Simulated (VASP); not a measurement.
Input of a VASP 6.6.1 run:

The input INCAR:

```
ALGO = Fast
EDIFF = 1E-7
ENCUT = 300
ISIF = 2
ISMEAR = 0
KPAR = 2
LASPH = True
LCHARG = False
LREAL = False
LWAVE = False
NELM = 60
PREC = Accurate
SIGMA = 0.02
```

Contents of KPOINTS:

```
k-points
0
Gamma
  4 4 2
```

File POSCAR:

```
AlIn3Sb4                                
1.0
    0.0000000000     -3.2023712019     -3.2023712019
    3.1606792956      6.3662630855     -3.1638918836
    6.3086839962     -3.1724760283      3.1724760283
  In              Al              Sb            
     3     1     4
Direct
     0.7476779507218283    0.4953559014436568    0.2454057204220637
     0.5003766250774013    0.0007532501548029    0.4998411897575850
     0.2513345480581558    0.5026690961163116    0.7547250859183566
     0.0007406641504157    0.0014813283008315    0.0011112231489717
     0.8206265087584436    0.6412530175168872    0.9401320673961917
     0.5573171514060953    0.1146343028121905    0.1736967045307013
     0.3105577367027474    0.6211154734054949    0.4362260217356602
     0.0613688151249119    0.1227376302498239    0.6988619870904702
```

File KPOINTS_OPT:

```
path GYFLI,I1ZF1,YX1,XGN,MG
15
line-mode
reciprocal
 0.0000000000  0.0000000000  0.0000000000  G
 0.0000000000 -0.5000000000  1.0000000000  Y

 0.0000000000 -0.5000000000  1.0000000000  Y
 0.0000000000  0.2031250000  1.2812500000  F

 0.0000000000  0.2031250000  1.2812500000  F
 0.0000000000 -0.5000000000  0.5000000000  L

 0.0000000000 -0.5000000000  0.5000000000  L
 0.4687500000 -0.7343750000  0.5000000000  I

 0.5312500000 -0.2656250000 -0.5000000000  I1
 0.0000000000  0.0000000000 -0.5000000000  Z

 0.0000000000  0.0000000000 -0.5000000000  Z
 0.0000000000 -1.2031250000 -0.2812500000  F1

 0.0000000000 -0.5000000000  1.0000000000  Y
 0.3125000000 -0.6562500000  1.0000000000  X1

 0.6875000000 -0.3437500000  0.0000000000  X
 0.0000000000  0.0000000000  0.0000000000  G

 0.0000000000  0.0000000000  0.0000000000  G
 0.5000000000 -0.5000000000  0.5000000000  N

 0.5000000000 -0.5000000000  0.0000000000  M
 0.0000000000  0.0000000000  0.0000000000  G
```

Potentials or basis: VASP PAW LDA potentials, release 64 (In_d, Al, Sb).

Command:

```console
$ cat potpaw_LDA.64/In_d/POTCAR potpaw_LDA.64/Al/POTCAR potpaw_LDA.64/Sb/POTCAR > POTCAR
$ mpirun -np 2 vasp_std > vasp.out
```

Q: Predict the band gap along the path.

A: 0.14 eV, direct.

Q: Estimate the largest force.

A: 0.004 eV/Å.

Q: Estimate the pressure.

A: 0.0 GPa.

Levels at the corners of the path, in eV from the valence-band top:
| point | band 28 | band 29 | band 30 | band 31 | band 32 | band 33 | band 34 | band 35 |
| --- | --- | --- | --- | --- | --- | --- | --- | --- |
| Γ | -1.04 | -0.08 | -0.03 | 0.00 | 0.14 | 0.61 | 1.46 | 1.77 |
| Y | -0.77 | -0.72 | -0.54 | -0.47 | 0.55 | 0.81 | 1.08 | 1.13 |
| Y | -0.77 | -0.72 | -0.54 | -0.47 | 0.55 | 0.81 | 1.08 | 1.13 |
| F | -1.19 | -0.96 | -0.82 | -0.80 | 1.16 | 1.34 | 1.69 | 1.95 |
| F | -1.19 | -0.96 | -0.82 | -0.80 | 1.16 | 1.34 | 1.69 | 1.95 |
| L | -1.77 | -1.73 | -0.81 | -0.60 | 1.29 | 1.58 | 1.72 | 1.76 |
| L | -1.77 | -1.73 | -0.81 | -0.60 | 1.29 | 1.58 | 1.72 | 1.76 |
| I | -2.12 | -2.00 | -1.29 | -1.23 | 1.11 | 1.38 | 1.62 | 1.72 |
| I1 | -2.12 | -2.00 | -1.29 | -1.23 | 1.11 | 1.38 | 1.62 | 1.72 |
| Z | -1.13 | -1.10 | -1.01 | -0.98 | 1.46 | 1.91 | 1.95 | 1.96 |
| Z | -1.13 | -1.10 | -1.01 | -0.98 | 1.46 | 1.91 | 1.95 | 1.96 |
| F1 | -1.19 | -0.96 | -0.82 | -0.80 | 1.16 | 1.34 | 1.69 | 1.95 |
| Y | -0.77 | -0.72 | -0.54 | -0.47 | 0.55 | 0.81 | 1.08 | 1.13 |
| X1 | -2.03 | -1.79 | -1.49 | -1.35 | 1.63 | 2.11 | 2.36 | 2.68 |
| X | -2.03 | -1.79 | -1.49 | -1.35 | 1.63 | 2.11 | 2.36 | 2.68 |
| Γ | -1.04 | -0.08 | -0.03 | 0.00 | 0.14 | 0.61 | 1.46 | 1.77 |
| Γ | -1.04 | -0.08 | -0.03 | 0.00 | 0.14 | 0.61 | 1.46 | 1.77 |
| N | -1.86 | -1.68 | -1.05 | -0.98 | 0.61 | 1.13 | 1.18 | 1.70 |
| M | -2.33 | -2.27 | -1.59 | -1.49 | 2.13 | 2.44 | 2.46 | 2.57 |
| Γ | -1.04 | -0.08 | -0.03 | 0.00 | 0.14 | 0.61 | 1.46 | 1.77 |

Caveat: spin-orbit coupling is left out, which moves the levels of the heavy elements.
